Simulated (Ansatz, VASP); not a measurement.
# Cross-check of Si79P (amorphous Si at 2.15 g/cm^3) between VASP and Ansatz, part 3 of 3

One calculation is typed for both programs; each brings its own data sets. How far apart do they land? Of the first pair: The structure shown is the start of the Ansatz relaxation below; VASP solves that cell, so the two are compared at the walk's first step.

VASP 6.6.1 and Ansatz 0.2.0.

So far. Step 3 (VASP: single point, PBE, start cell, pair 1): The run ends at a pressure of -1.65 GPa, with forces up to 0.40 eV/Å. Step 6 (VASP: single point, PBE, relaxed cell, pair 2): The run ends at a pressure of -1.66 GPa, with forces up to 0.046 eV/Å.

## Step 9: VASP: single point, PBE, start cell, pair 3

Level of this step: PBE, spin-polarised from a ferromagnetic start; plane waves and PAW (Si, P) (VASP).

The same cell, functional, mesh and smearing now go to VASP, with its own data sets.

Contents of INCAR:

```
SYSTEM = Si79P
PREC = Accurate
ENCUT = 400
EDIFF = 1E-06
NELM = 200
ISMEAR = -1
SIGMA = 0.025
LREAL = Auto
ALGO = Normal
GGA = PE
NBANDS = 216
ISPIN = 2
MAGMOM = 0 0 -0 0 0 0 0 0 0 0 0.01 0 0 0.19 0 0.01 0 0 0 0 0 0 0 0 0 0 0 0.02 0 0 -0 0 0 0 0.01 0 0 0 0 0 0 0 0 0 0 0 0 0 0.01 0 0 0 -0 0 -0 -0 0.01 -0 0 0 0 0 0 0 0 0 0 0 0.01 0.01 0 -0 -0 0.01 0.01 0 0 0 -0 0
LORBIT = 11
LWAVE = .FALSE.
LCHARG = .FALSE.
ISIF = 2
LASPH = .TRUE.
GGA_COMPAT = .FALSE.
NCORE = 2
```

Contents of POSCAR:

```
Si79P
1.0
   12.0113000000      0.0000000000      0.0000000000
    0.0000000000     12.0113000000      0.0000000000
    0.0000000000      0.0000000000     12.0113000000
Si P
79 1
Direct
    0.0757786418      0.5496490804      0.7918959646
    0.5942237726      0.0070183910      0.5583075937
    0.0747879081      0.3657888821      0.5275032678
    0.5114683673      0.5113268339      0.7148185459
    0.6063373656      0.2336466494      0.7488781398
    0.7599094186      0.5099198255      0.1392438787
    0.5605471514      0.5845828511      0.3504866251
    0.5087209544      0.1792478749      0.5808530301
    0.6424783329      0.9231806715      0.7301374539
    0.6293740061      0.0696594041      0.8638115774
    0.3607602841      0.3068194117      0.1383530509
    0.2829335709      0.2797199304      0.7721562196
    0.6207238184      0.1306935969      0.2818262803
    0.1873985330      0.3733234537      0.1960986737
    0.2524289627      0.9846727665      0.6500711830
    0.0548816531      0.1418664091      0.0265000458
    0.4901301275      0.8663508529      0.4759268356
    0.3598028523      0.8254227269      0.6114408932
    0.6790522258      0.4851015294      0.6100921632
    0.0131126523      0.9971776577      0.4333835638
    0.4907628650      0.3976588712      0.0157934612
    0.8820027807      0.1443640572      0.4400439586
    0.0754123201      0.9465503318      0.0710414360
    0.2187689925      0.2383921807      0.4498014370
    0.7223697685      0.0367737048      0.4189138561
    0.0955017359      0.8516979844      0.8957481705
    0.0311290202      0.6352101771      0.0813983499
    0.5371774912      0.2677062433      0.4020214298
    0.1581260979      0.6677961586      0.9341786484
    0.3294814050      0.7171163821      0.0230199895
    0.4892809271      0.0251679668      0.9967114301
    0.2351369127      0.6892259789      0.5505399083
    0.3916395394      0.8749177858      0.9207496274
    0.4890228368      0.8047505266      0.7679518453
    0.2354699325      0.6555493577      0.3471064747
    0.4877074089      0.5976622014      0.0215796791
    0.0567632146      0.9932480248      0.6277671859
    0.5510810653      0.9828827854      0.1751184301
    0.3447087326      0.5300924962      0.5972209503
    0.9135480756      0.1796724751      0.9000441251
    0.7959005270      0.7940106400      0.7313279995
    0.9862879122      0.8447212209      0.7296462498
    0.7538817613      0.8553612015      0.3524680925
    0.3138627792      0.1672841408      0.6124482779
    0.6564734875      0.4285797541      0.4185059069
    0.1919692290      0.4326925479      0.6825322821
    0.7632063141      0.6646407966      0.5841915530
    0.6749560830      0.8286613439      0.1780323529
    0.4326592459      0.8860489706      0.2865385096
    0.0656798182      0.2207587855      0.2054482029
    0.2961211526      0.7829210826      0.2072215331
    0.2118671584      0.1534721471      0.9085777559
    0.3794093895      0.5270037381      0.3984331421
    0.6834980393      0.3510777351      0.0456320298
    0.4649371842      0.3507613664      0.8230416358
    0.3336275008      0.1248824024      0.0637982566
    0.3586789107      0.3388725617      0.3417365314
    0.6347106475      0.7350911225      0.4527986146
    0.9626684872      0.8098374031      0.1549124574
    0.2436122651      0.9852472255      0.1860081756
    0.8781897047      0.5484418839      0.9807431335
    0.8825689143      0.2443698850      0.2685471181
    0.0642062058      0.6850132792      0.6472405152
    0.9848725783      0.4958913690      0.3985913265
    0.8232914006      0.4273059536      0.3099664483
    0.6113326617      0.6389399982      0.1680084587
    0.5740094744      0.6456170440      0.8503659054
    0.7674606412      0.7003488382      0.8999608702
    0.1029613780      0.5444373215      0.2489239300
    0.8041677420      0.8573176925      0.0349504217
    0.9425291184      0.6647323770      0.4918118771
    0.0308875809      0.1572019681      0.7357238600
    0.2410563386      0.9703529177      0.8428812868
    0.1507164087      0.0910392714      0.3284823458
    0.7807398034      0.0568381441      0.9884275640
    0.7728139335      0.3421611316      0.7080415942
    0.8244819462      0.3646899170      0.8995279445
    0.9454014137      0.8209935644      0.3600692681
    0.9250872095      0.2556759052      0.6026325210
    0.7434499180      0.1865659837      0.1394187140
```

Contents of KPOINTS:

```
Automatic mesh
0
Gamma
1 1 1
0 0 0
```

PAW data sets: Si and P (PBE family, release 64).

Started as:

```bash
$ mpirun -np 8 vasp_gam
```

Numbers of over 12 decimals in the logs are rounded to 6 here.

Output:

```text
[... set-up lines as in an earlier step ...]
 entering main loop
       N       E                     dE             d eps       ncg     rms          rms(c)
DAV:   1     0.137412570506E+04    0.13741E+04   -0.11845E+05   864   0.105E+03
DAV:   2    -0.257052190522E+03   -0.16312E+04   -0.15279E+04  1088   0.195E+02
DAV:   3    -0.422657013745E+03   -0.16560E+03   -0.16189E+03  1072   0.567E+01
DAV:   4    -0.427937412402E+03   -0.52804E+01   -0.52224E+01  1064   0.122E+01
[...]
DAV:  17    -0.419882709418E+03   -0.66582E-05   -0.69475E-06   968   0.419E-03    0.484E-03
DAV:  18    -0.419882710827E+03   -0.14097E-05   -0.87552E-07   640   0.175E-03    0.262E-03
DAV:  19    -0.419882711453E+03   -0.62608E-06   -0.80601E-07   608   0.151E-03
   1 F= -.41988271E+03 E0= -.41987567E+03  d E =-.140910E-01  mag=     0.9536
```

OUTCAR, selected parts (step 9):

```text
  FREE ENERGIE OF THE ION-ELECTRON SYSTEM (eV)
  ---------------------------------------------------
  free  energy   TOTEN  =      -419.8827114533 eV

  energy  without entropy=     -419.8686204252  energy(sigma->0) =     -419.87566594

 magnetization (x)
# of ion       s       p       d       tot
------------------------------------------
    1        0.000   0.000   0.000   0.001
    2        0.001   0.000   0.000   0.001
    3       -0.000  -0.000   0.000  -0.000
    4        0.000   0.001   0.000   0.001
    5        0.000   0.002   0.000   0.002
    6        0.001   0.003   0.000   0.004
    7        0.001   0.000   0.000   0.001
    8        0.000   0.002   0.000   0.002
    9        0.000   0.000   0.000   0.000
   10       -0.000   0.000   0.000  -0.000
   11        0.006   0.010   0.000   0.015
   12        0.000  -0.000   0.000   0.000
   13        0.000  -0.000   0.000  -0.000
[...]
--------------------------------------------------
tot          0.073   0.235   0.000   0.308
```

The run ends at a pressure of -1.62 GPa, with forces up to 0.41 eV/Å.

## Step 10: Differences

Forces on 9 of the 80 atoms, those with the largest forces and the largest differences (eV/Å; atoms numbered as in POSCAR):

```csv
atom,"Ansatz x, y, z","VASP x, y, z"
Si11,"0.143, 0.039, 0.210","0.141, 0.039, 0.211"
Si13,"0.124, 0.007, -0.217","0.130, 0.004, -0.220"
Si14,"-0.253, 0.155, 0.066","-0.254, 0.152, 0.064"
Si21,"-0.236, -0.206, 0.022","-0.239, -0.207, 0.021"
Si50,"0.074, -0.031, -0.268","0.073, -0.030, -0.272"
Si54,"0.205, -0.066, 0.136","0.209, -0.068, 0.139"
Si57,"-0.060, -0.082, -0.252","-0.059, -0.081, -0.251"
Si61,"0.031, 0.005, -0.036","0.027, 0.009, -0.032"
P80,"-0.191, 0.237, 0.259","-0.193, 0.241, 0.264"
```

The forces differ by 2.1 meV/Å r.m.s., which is 2.8 % of the r.m.s. force of 0.076 eV/Å (both taken over all components). Moments aren't recorded for both runs of this pair, so they may hold unlike magnetic states.

## Step 11: Results

```
r.m.s. force difference (single point, PBE, start cell, pair 1)      : 2.1 meV/Å
difference in total moment (single point, PBE, relaxed cell, pair 2) : -2.3e-4 μB
r.m.s. force difference (single point, PBE, start cell, pair 3)      : 2.1 meV/Å
```

**Reading.** The r.m.s. force difference is 2.1 meV/Å (single point, PBE, start cell, pair 3), within the 12 meV/Å picked in this series as the mark of a large difference. 1 further run of this series is not shown here. How closely two codes agree says nothing of how well the functional describes the real material.

[Lines on the potential files, build, host, timing and source positions are cut from VASP's logs without a mark.]

[Logs are printed without paths, hosts, clocks, repeated set-up lines and the standing remarks that a program may print on its own settings, such as how far it seeks lower states.]

[Hosts, paths, dates, database ids (printed as entryN), source tags and the programs' standing remarks are cut or masked in the printed files.]
